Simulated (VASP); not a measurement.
NCClH2, in a box:

```xyz
5
Lattice="12.0000 0.0000 0.0000 0.0000 11.0000 0.0000 0.0000 0.0000 11.0000" Properties=species:S:1:pos:R:3 pbc="T T T"
N     5.2019    4.7115    5.1569
C     6.1976    5.3661    5.5257
Cl    7.4698    4.6195    6.4281
H     4.5562    5.3062    4.6399
H     6.4081    6.4224    5.3535
```

Base run:

```yaml
Program: VASP 6.6.1
Functional: PBE
Potentials_or_basis: VASP PAW PBE potentials, release 64 (N, C, Cl, H)
Cutoff: 520 eV
k_mesh: 1 × 1 × 1
Occupations: gaussian, width 0.01 eV
Spin: no spin polarisation
```

Its results: gap between the frontier levels 5.10 eV; largest force 0.898 eV/Å.

Q: The run is repeated on the same cell with these changes: functional from PBE to RPBE; further incar settings from ALGO = Normal; EDIFF = 1e-07; NBANDS = 17 to ALGO = Normal; EDIFF = 1e-07. What comes out?

A: Gap between the frontier levels 5.15 eV; largest force 1.310 eV/Å.

Caveats: the standard files for N, O and F lose accuracy on very short bonds; the PAW data sets were made with another functional, which shifts forces and pressure a little (some runs).

A k mesh can miss the band edges.

Not every run made on this cell is shown here.
